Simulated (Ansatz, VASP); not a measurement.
## Y in two plane-wave programs

Aim: how closely do two programs agree when they are given the same cell, functional and k mesh? The cell is taken from a series of runs on this material, whose earlier steps may have relaxed, scaled, displaced or heated it; both programs get it as it stands.

Program: Ansatz 0.2.0. Level of theory: plane waves, with VASP 6.6.1 beside it; relaxation of cell and atoms at PBE. Results are calculated unless marked as measured.

### Step 1. Set-up

The structure is hexagonal, space group P6_3/mmc (No. 194). Conventional cell: a = 3.661 Å, b = 3.661 Å, c = 5.667 Å, α = 90.00°, β = 90.00°, γ = 120.00°. Nearest to Y lie 12 Y at 3.53 to 3.66 Å.

Coordinates:

```xyz
2
Lattice="3.6610 0.0000 0.0000 -1.8305 3.1705 0.0000 0.0000 0.0000 5.6667" Properties=species:S:1:pos:R:3 pbc="T T T"
Y     0.0000    2.1137    1.4167
Y     1.8305    1.0568    4.2500
```

### Step 2. VASP: relaxation of cell and atoms, PBE

The relaxed volume is the usual yardstick between codes: in a stiff, nearly cubic crystal its relative difference is about their pressure difference at one cell divided by the bulk modulus.

Lines of VASP's logs that name or quote its potential files are left out, and so is its time.

File INCAR:

```
SYSTEM = Y
PREC = Accurate
ENCUT = 500
EDIFF = 1E-07
NELM = 120
ISMEAR = 1
SIGMA = 0.2
LREAL = .FALSE.
ALGO = Normal
GGA = PE
NBANDS = 17
LASPH = .TRUE.
LORBIT = 11
LWAVE = .FALSE.
LCHARG = .FALSE.
ISIF = 3
IBRION = 2
NSW = 80
EDIFFG = -0.005
GGA_COMPAT = .FALSE.
NELMIN = 4
```

File POSCAR:

```
Y
1.0
    3.6609980000      0.0000000000      0.0000000000
   -1.8304990000      3.1705170000      0.0000000000
    0.0000000000      0.0000000000      5.6667300000
Y
2
Direct
    0.3333333333      0.6666666667      0.2499999118
    0.6666666667      0.3333333333      0.7499999118
```

File KPOINTS:

```
Automatic mesh
0
Gamma
9 9 6
0 0 0
```

The projector-augmented-wave data sets are Y_sv (PBE family, release 64).

Started as:

```sh
mpirun -np 1 vasp_std
```

Numbers of over 12 decimals in the logs are rounded to 6 here.

Output:

```text
[banner, memory and clock lines left out]
running    1 mpi-ranks, on    1 nodes
 distrk:  each k-point on    1 cores,    1 groups
 distr:  one band on    1 cores,    1 groups

 POSCAR found type information on POSCAR Y
 POSCAR found :  1 types and       2 ions
 LDA part: xc-table for (Slater+PW92), standard interpolation
 POSCAR, INCAR and KPOINTS ok, starting setup
 FFT: planning ... GRIDC
 FFT: planning ... GRID_SOFT
 FFT: planning ... GRID
 WAVECAR not read
 entering main loop
       N       E                     dE             d eps       ncg     rms          rms(c)
DAV:   1     0.851739592023E+02    0.85174E+02   -0.11186E+04  1632   0.119E+03
DAV:   2    -0.599720891643E+01   -0.91171E+02   -0.89862E+02  2073   0.261E+02
DAV:   3    -0.131185512218E+02   -0.71213E+01   -0.70589E+01  2950   0.436E+01
DAV:   4    -0.132627731793E+02   -0.14422E+00   -0.14404E+00  1938   0.681E+00
DAV:   5    -0.132660156602E+02   -0.32425E-02   -0.32420E-02  2484   0.770E-01    0.329E+01
DAV:   6    -0.129353451933E+02    0.33067E+00   -0.43258E-01  1760   0.421E+00    0.204E+01
DAV:   7    -0.128804566753E+02    0.54889E-01   -0.85421E-01  2114   0.546E+00    0.182E+00
DAV:   8    -0.128695468115E+02    0.10910E-01   -0.16509E-01  2008   0.240E+00    0.121E+00
DAV:   9    -0.128685632894E+02    0.98352E-03   -0.38732E-03  2440   0.400E-01    0.377E-01
DAV:  10    -0.128686946349E+02   -0.13135E-03   -0.16284E-03  1780   0.376E-01    0.308E-01
DAV:  11    -0.128686430133E+02    0.51622E-04   -0.10602E-04  2270   0.910E-02    0.465E-02
DAV:  12    -0.128686375732E+02    0.54401E-05   -0.22980E-05  1875   0.430E-02    0.142E-02
DAV:  13    -0.128686393181E+02   -0.17450E-05   -0.34150E-06  1994   0.164E-02    0.357E-03
DAV:  14    -0.128686394788E+02   -0.16067E-06   -0.12099E-07  1752   0.282E-03    0.360E-04
DAV:  15    -0.128686394559E+02    0.22867E-07   -0.14685E-08  1155   0.844E-04
   1 F= -.12868639E+02 E0= -.12868711E+02  d E =-.128686E+02
[...]
2 F= -.12868770E+02 E0= -.12868814E+02  d E =-.130372E-03
[...]
3 F= -.12868775E+02 E0= -.12868824E+02  d E =-.135614E-03
 curvature:  -0.42 expect dE=-0.130E-05 dE for cont linesearch -0.542E-07
 ZBRENT: interpolating
 opt :   0.8203  next Energy=   -12.868775 (dE=-0.136E-03)
 bond charge predicted
       N       E                     dE             d eps       ncg     rms          rms(c)
DAV:   1    -0.128687762013E+02   -0.10635E-05   -0.22165E-05  2335   0.298E-02    0.714E-03
DAV:   2    -0.128687754766E+02    0.72467E-06   -0.25932E-06  2220   0.101E-02    0.339E-03
DAV:   3    -0.128687754015E+02    0.75097E-07   -0.20467E-06  2497   0.686E-03    0.208E-03
DAV:   4    -0.128687752761E+02    0.12542E-06   -0.14620E-07  1332   0.221E-03    0.107E-03
DAV:   5    -0.128687750893E+02    0.18682E-06   -0.84168E-08  1028   0.148E-03    0.332E-04
DAV:   6    -0.128687751010E+02   -0.11693E-07   -0.27527E-08   891   0.920E-04
   4 F= -.12868775E+02 E0= -.12868824E+02  d E =-.135645E-03
 curvature:  -0.41 expect dE=-0.114E-05 dE for cont linesearch -0.258E-07
 trial: gam=-0.00539 g(F)=  0.687E-46 g(S)=  0.277E-05 ort = 0.452E-05 (trialstep = 0.964E+00)
 search vector abs. value=  0.273E-05
 reached required accuracy - stopping structural energy minimisation
```

From OUTCAR (step 2):

```text
ion  position               nearest neighbor table
   1  0.333  0.667  0.250-   2 3.53   2 3.53   2 3.53   2 3.53   2 3.53   2 3.53
   2  0.667  0.333  0.750-   1 3.53   1 3.53   1 3.53   1 3.53   1 3.53   1 3.53

  LATTYP: Found a hexagonal cell.
 ALAT       =     3.6609980000
 C/A-ratio  =     1.5478648172

 Subroutine GETGRP returns: Found 24 space group operations
 (whereof 12 operations were pure point group operations)

The static configuration has the point symmetry D_3d.
 The point group associated with its full space group is D_6h.

 Found     48 irreducible k-points:

   k-points           NKPTS =     48   k-points in BZ     NKDIM =     48   number of bands    NBANDS=     17

   dimension x,y,z NGX =    28 NGY =   28 NGZ =   42
   dimension x,y,z NGXF=    56 NGYF=   56 NGZF=   84

   ENCUT  =  500.0 eV  36.75 Ry    6.06 a.u.   6.67  6.67 10.33*2*pi/ulx,y,z

   NELECT =      22.0000    total number of electrons

 k-points in reciprocal lattice and weights: Automatic mesh
   0.00000000  0.00000000  0.00000000       0.002
   0.11111111 -0.00000000  0.00000000       0.012
   0.22222222 -0.00000000  0.00000000       0.012
   0.33333333 -0.00000000  0.00000000       0.012
   0.44444444 -0.00000000  0.00000000       0.012
   0.11111111  0.11111111  0.00000000       0.012
   0.22222222  0.11111111  0.00000000       0.025
   0.33333333  0.11111111  0.00000000       0.025
   0.44444444  0.11111111  0.00000000       0.012
[...]
0.33333333  0.22222222  0.50000000       0.025
   0.33333333  0.33333333  0.50000000       0.004

 average (electrostatic) potential at core
       1 -37.7267       2 -37.7267

 E-fermi :   3.0175

 k-point     1 :       0.0000    0.0000    0.0000
  band No.  band energies     occupation
    ...
      6     -19.3850      2.00000
      7     -19.3850      2.00000
      8     -19.3427      2.00000
      9      -1.6785      2.00000
     10       1.1700      2.00000
     11       3.9902     -0.00000
     12       4.7427     -0.00000
     13       4.7427     -0.00000
     14       5.1537     -0.00000
     15       5.3741     -0.00000
    ...

 k-point     2 :       0.1111   -0.0000    0.0000
  band No.  band energies     occupation
    ...
      6     -19.4293      2.00000
      7     -19.3901      2.00000
      8     -19.3538      2.00000
      9      -1.4199      2.00000
     10       1.4065      2.00000
     11       3.7169     -0.00001
     12       4.2164     -0.00000
     13       4.9836     -0.00000
     14       5.1031     -0.00000
     15       5.4394     -0.00000
    ...

 k-point     3 :       0.2222   -0.0000    0.0000
  band No.  band energies     occupation
    ...
      6     -19.5310      2.00000
      7     -19.4047      2.00000
      8     -19.3869      2.00000
      9      -0.7054      2.00000
     10       1.9514      2.00000
     11       3.1252      0.21895
     12       3.5064     -0.00296
     13       4.6369     -0.00000
     14       4.9977     -0.00000
     15       5.0553     -0.00000
    ...

  Total       -0.0041188     -0.0041188      0.0089977      0.0000000      0.0000000      0.0000000
  in kB       -0.1007212     -0.1007211      0.2200261      0.0000000      0.0000000      0.0000000
  external PRESSURE =       0.0061946 kB  Pullay stress =       0.0000000 kB

  energy-cutoff  :      500.00
  volume of cell :       65.52
      direct lattice vectors                 reciprocal lattice vectors
     3.655579105  0.000000000  0.000000000     0.273554469  0.157936760  0.000000000
    -1.827789553  3.165824101 -0.000000000    -0.000000000  0.315873519  0.000000000
     0.000000000  0.000000000  5.661385994    -0.000000000  0.000000000  0.176635192

 POSITION                                       TOTAL-FORCE (eV/Angst)
 -----------------------------------------------------------------------------------
     -0.00000      2.11055      1.41535         0.000000     -0.000000      0.000000
      1.82779      1.05527      4.24604        -0.000000      0.000000      0.000000
 -----------------------------------------------------------------------------------
    total drift:                               -0.000000      0.000000      0.000358

  FREE ENERGIE OF THE ION-ELECTRON SYSTEM (eV)
  ---------------------------------------------------
  free  energy   TOTEN  =       -12.8687751010 eV

  energy  without entropy=      -12.8689232674  energy(sigma->0) =      -12.86882449

 reached required accuracy - stopping structural energy minimisation

 total charge
# of ion       s       p       d       f       tot
--------------------------------------------------
    1        2.280   6.225   0.919   0.006   9.430
    2        2.280   6.225   0.919   0.006   9.430
--------------------------------------------------
tot          4.559  12.450   1.837   0.013  18.860

[... 3 further parts left out ...]
```

CONTCAR:

```
Y
   1.00000000000000
     3.6555791054247093    0.0000000000000000    0.0000000000000000
    -1.8277895527123547    3.1658241008416512   -0.0000000000000000
     0.0000000000000000    0.0000000000000000    5.6613859938820772
  Y
     2
Direct
     0.3333333332999970    0.6666666667000030    0.2499999118000034
     0.6666666667000030    0.3333333332999970    0.7499999118000034
```

The k-mesh is coarse for a metal. The run keeps the 24 symmetry operations of its start, so it cannot find a distortion of lower symmetry.

### Step 3. Ansatz: relaxation of cell and atoms, PBE

Ansatz runs on its default PAW (the set named soft_2) files.

The same cell, functional, mesh and smearing now go to Ansatz, which takes its cutoff from its data sets.

File input.yaml:

```yaml
crystal:
  lattice:
    - [3.6609979984, 0.0, 0.0]
    - [-1.8304989992, 3.1705172698, 0.0]
    - [0.0, 0.0, 5.6667297389]
  atoms:
    - { symbol: "Y", position: [0.3333333333, 0.6666666667, 0.25] }
    - { symbol: "Y", position: [0.6666666667, 0.3333333333, 0.75] }
kpoints:
  mp_grid: { grid: [9, 9, 6] }
hamiltonian:
  xc: pbe
scf:
  occupations: { method: methfessel_paxton, width: 0.2 }
output:
  forces: true
  stress: true
  eigenvalues: true
relax:
  adjacent_minimum: "off"
  f_tol: 0.001
  max_steps: 60
  cell: { stress_tol: 0.01 }
```

Started as:

```sh
ansatz run input.yaml --threads 4 --pin off --max-ram 8192MiB --backend cpu --events-out ev --progress --plain --runs-dir out
```

Output:

```text
Engine: ansatz 0.2.0, aarch64-unknown-linux-gnu
Pseudopotentials: kind: paw
Pseudopotential: Y, paw, valence charge 11, recommended cutoff 420 eV (normal), Y.paw.azcp
Functional definition: PBE
  parameter kappa = 0.804
  parameter beta = 0.066725
  exchange = pbe_x(kappa = kappa, mu = beta*pi^2/3)
  correlation = pbe_c(beta = beta)
Crystal: 2 atoms, lattice volume = 65.775 Å³
Basis set: ecut = 420 eV, 1267 PW (Γ), exchange–correlation on 50×50×80 points (8 copies of the dense FFT grid, shifted against one another)
Bands: 15, of which v1, the nominal top of the filled ones, is band 11 counted from 1 (10 counted from 0)
Symmetry: 24 space group operations
Space group: P63/mmc (ITA 194), of the structure as read, at distance tolerance 4.0e-5 Å
k-points: 48 of 486
Non-local potential: Y, projectors of the file, l = 0: 3, l = 1: 2, l = 2: 2, l = 3: 1
PAW form: soft (Blöchl's): semilocal exchange-correlation on the pseudo side does not see the compensation charge
PAW one-centre angular grid: Y, 590 points (default); XC on 64 Gauss nodes
Initial density: superposition of atomic densities (neutral atoms: chi_scale 0, normalization atom), corrected by the library's trained network
Initial wavefunctions: pseudopotential atomic-orbital guess
Functional: x = pbe(κ = 0.804, μ = 0.219515), c = pbe(β = 0.066725)
SCF iter   1: F=—  HF=-7697.338833 eV  |F-HF|=—  |Δ(HF+E_count)|=         —  Δρ=1.68e-3  dr2=1.44e-3  ethr=1.77e-3  ⟨swp⟩=4.7  Hψ=3152  notcnv=0
preconditioner: auto → Kerker (q_TF=auto, 2.273 Å⁻¹)  [metal: Δε(μ)=0.041 eV  Ē_g=2.542 eV  σ=0.200 eV  W_gap=0.17  n_scr=22 (ndim 8)  ℏωp=11.2 eV  f_vac=0.000  D(μ)=3.76/eV (n_scr^D=34)]
SCF iter   2: F=—  HF=-7697.338753 eV  |F-HF|=—  |Δ(HF+E_count)|=   7.98e-5  S|Δr|=    0.00e0  Δρ=1.08e-3  dr2=5.92e-4  ethr=6.56e-6  ⟨swp⟩=2.0  Hψ=1481  notcnv=0
SCF iter   3: F=—  HF=-7697.339114 eV  |F-HF|=—  |Δ(HF+E_count)|=   3.60e-4  S|Δr|=    0.00e0  Δρ=2.30e-4  dr2=4.77e-5  ethr=2.69e-6  ⟨swp⟩=2.5  Hψ=979  notcnv=0
SCF iter   4: F=—  HF=-7697.339099 eV  |F-HF|=—  |Δ(HF+E_count)|=   1.48e-5  S|Δr|=    0.00e0  Δρ=1.28e-4  dr2=7.32e-6  ethr=2.17e-7  ⟨swp⟩=2.5  Hψ=1052  notcnv=0
SCF iter   5: F=-7697.339099 eV  HF=-7697.339099 eV  |F-HF|=3.95e-10  |Δ(HF+E_count)|=   2.97e-7  S|Δr|=    0.00e0  Δρ=1.25e-5  dr2=6.31e-8  ethr=4.55e-10  ⟨swp⟩=4.0  Hψ=3870  notcnv=0
SCF 1 converged in 5 iterations: F = -7697.339099 eV  dr2 = 6.31e-8
  greatest PAW one-centre occupation: 0.994 electrons in one spin orbital (limit 2), on the Y atom at site 1 (counted from 0), in its partial waves of l = 0
relax step   1: F+E_penalty+E_count = -7697.33909933 eV  Δ(F+E_penalty+E_count) = +0.000e0 eV  max|allowed force component| = 6.476e-17 eV/Å  Δτ_max = 0.0000 Å  P = -0.050 GPa  Ω = 65.775 Å³  (5 SCF iters, dr2 threshold 1.00e-7 eV, accepted)
[...]
relax step   2: F+E_penalty+E_count = -7697.33912215 eV  Δ(F+E_penalty+E_count) = -2.282e-5 eV  max|allowed force component| = 8.558e-17 eV/Å  Δτ_max = 0.0000 Å  P = +0.003 GPa  Ω = 65.691 Å³  energy of the carried Pulay correction = +1.982e-6 eV  (3 SCF iters, dr2 threshold 1.26e-8 eV, accepted)
[...]
relax step   3: F+E_penalty+E_count = -7697.33912283 eV  Δ(F+E_penalty+E_count) = -6.807e-7 eV  max|allowed force component| = 9.714e-17 eV/Å  Δτ_max = 0.0000 Å  P = +0.001 GPa  Ω = 65.694 Å³  energy of the carried Pulay correction = +1.917e-6 eV  (3 SCF iters, dr2 threshold 5.13e-10 eV, accepted)
[...]
relax step   4: F+E_penalty+E_count = -7697.33912098 eV  Δ(F+E_penalty+E_count) = +1.843e-6 eV  max|allowed force component| = 7.980e-17 eV/Å  Δτ_max = 0.0000 Å  P = +0.001 GPa  Ω = 65.694 Å³  stress off target by 3.12e-3 GPa  SCF on the basis re-selected at this cell (its energy is not comparable with the rows above)  (4 SCF iters)
basis re-selected at this cell: Δ(F+E_penalty+E_count) = +1.843e-6 eV, ΔP = +0.000 GPa vs the last step (what re-selecting the basis moved, of the pressure what is left beyond the Pulay correction that the steps carried, after the strain that the cell walked since its last selection, with what the two solves' SCF thresholds leave and, on support functions, any second-order correction that the steps lacked; it is no m [...]
SCF converged after 4 iterations
Stability not checked: this state was not tested for a lower state beside it, because cold or Methfessel-Paxton smearing, or corrected tetrahedra, fill the levels in a way that the test cannot read (fill_not_monotonic; see scf.lower_state_search)
Free energy (F): -7697.339121 eV
Harris-Foulkes:  -7697.339121 eV  (|F-HF|=0.00e0)
Internal energy: -7697.339230 eV  (E = F + TS)
E sigma→0 (E₀):  -7697.339148 eV
Entropy (-TS):   0.000109 eV (0.055 meV/atom)
Fermi energy:    9.337603 eV
Step filling:    the computed levels leave a gap of 0.0043 eV = 0.0 smearing widths at the electron count; against every level under it full and every level over it empty, smearing changes F+E_penalty+E_count by +2.275 meV and its σ→0 estimate by +2.248 meV
--- Per-component energies (eV) ---
  E_band       = -243.820397
  E_kinetic    = 608.817229
  E_local      = -1229.050980  (includes V_loc(G=0)·N_el)
  E_nonlocal   = 100.239848
  E_hartree    = 389.812401
  E_xc         = -345.742055
  E_vxc        = -396.895238  (∫ρ·V_xc dr)
  E_paw        = -5650.717388  (= ΣΔE_a)
  E_vpaw       = -106.556077  (= ΣTr[D̂ρ^β])
  E_aug_tail   = 0.000007  (compensation charges beyond the density's cutoff)
  E_ewald      = -1570.698292
  E_smearing   = 0.000109  (= −TS)
  E_closure    = -0.000000  (closes the sum)
  Σ components = -7697.339121   (vs F -7697.339121, Δ=0.00e0)
--- Forces (eV/Å), atoms counted from 1 ---
  atom   1  Y     -0.00000000     0.00000000    -0.00000000
  atom   2  Y      0.00000000    -0.00000000     0.00000000
  max |Σ_I F_I| component: 9.25e-18 eV/Å
--- Stress (GPa, compression-positive) ---
        0.000214      -0.000000       0.000000
       -0.000000       0.000214       0.000000
        0.000000       0.000000       0.003117
  P = ⅓ Tr σ = 0.0012 GPa (0.012 kbar)
--- Band table (eV; the first three rows and the last of 48) ---
  k-point 0: bands = [... 7 lower, -13.0071, 4.6862, 7.5066, 10.2938, 11.0634, 11.0634, 11.4694, 11.6923]
  k-point 1: bands = [... 7 lower, -13.0506, 4.8700, 7.3769, 10.1362, 10.9598, 10.9598, 11.2888, 11.5312]
  k-point 2: bands = [... 7 lower, -13.0727, 5.3886, 6.8970, 10.0443, 10.8343, 10.8777, 10.8777, 11.2164]
  k-point 47: bands = [... 7 lower, -13.1086, 8.9440, 8.9440, 8.9637, 8.9637, 9.7387, 9.7387, 12.1035]
--- Relaxed structure (3 steps of the walk, 3 accepted, 1 SCFs on fresh bases) ---
  F+E_penalty+E_count = -7697.33912098 eV   max|allowed force component| = 7.980e-17 eV/Å   (the final SCF, on the basis selected at the relaxed cell)
  cell:  # Å, volume = 65.6941 Å³
    - [3.658240, 0, 0]
    - [-1.829120, 3.168129, 0]
    - [0, 0, 5.668279]
  atoms:
    - { symbol: Y, position: [0.333333, 0.666667, 0.25] }
    - { symbol: Y, position: [0.666667, 0.333333, 0.750000] }
```

### Step 4. Comparison

Known differences besides the potentials themselves: the cutoff is 420 eV in Ansatz and 500 eV in VASP; Ansatz adds a Pulay correction to the stress that steers its cell, VASP none. Total energies have different zeros and are not compared.

Compared:

| quantity | Ansatz | VASP | difference |
| --- | --- | --- | --- |
| volume (Å³) | 65.69 | 65.52 | +0.27 % |
| edge a after relaxation, in the typed setting (Å) | 3.658 | 3.656 | +0.07 % |
| edge c after relaxation, in the typed setting (Å) | 5.668 | 5.661 | +0.12 % |

### Step 5. Results

| Property | Result |
| --- | --- |
| difference in volume (relaxation of cell and atoms, PBE) | 0.27 % |

What this shows: The difference in volume is 0.27 % (relaxation of cell and atoms, PBE), within the 1.2 % picked in this series as the mark of a large difference, as far as the stopping tolerances let one tell. Such differences can come from data sets, numerical settings and the points named under the comparisons, not from the functional's error against experiment.

[Lines on the potential files, build, host, timing and source positions are cut from VASP's logs without a mark.]

[Logs are printed without paths, hosts, clocks, repeated set-up lines and the standing remarks that a program may print on its own settings, such as how far it seeks lower states.]

[Hosts, paths, dates, database ids (printed as entryN), source tags and the programs' standing remarks are cut or masked in the printed files.]
